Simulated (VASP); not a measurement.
**Ge: band structure with PBEsol**

The system is Ge.

```
Ge
1.0
     0.00000    2.83700    2.83700
     2.83700    0.00000    2.83700
     2.83700    2.83700    0.00000
Ge
2
Direct
  0.00000 0.00000 0.00000
  0.25000 0.25000 0.25000
```

```json
{"Program": "VASP 6.6.1", "Task": "band structure", "Functional": "PBEsol", "Potentials or basis": "VASP PAW PBE potentials, release 64 (Ge_d)", "Cutoff": "520 eV", "k mesh": "6 × 6 × 6", "Occupations": "gaussian, width 0.03 eV", "Spin": "spin-orbit coupling, no magnetisation", "Further INCAR settings": "ALGO = Normal; EDIFF = 1e-06; NBANDS = 42"}
```

| Item | Value |
| --- | --- |
| Pressure | 0.1 GPa |
| Valence electrons inside the program's atomic spheres | Ge 12.40 |

Run time: 5.8 min on 1 thread of Intel(R) Xeon(R) Platinum 8488C (Sapphire Rapids) (shared host), peak memory 0.3 GiB.

Caveat: the PAW data sets were made with another functional, which shifts forces and pressure a little.
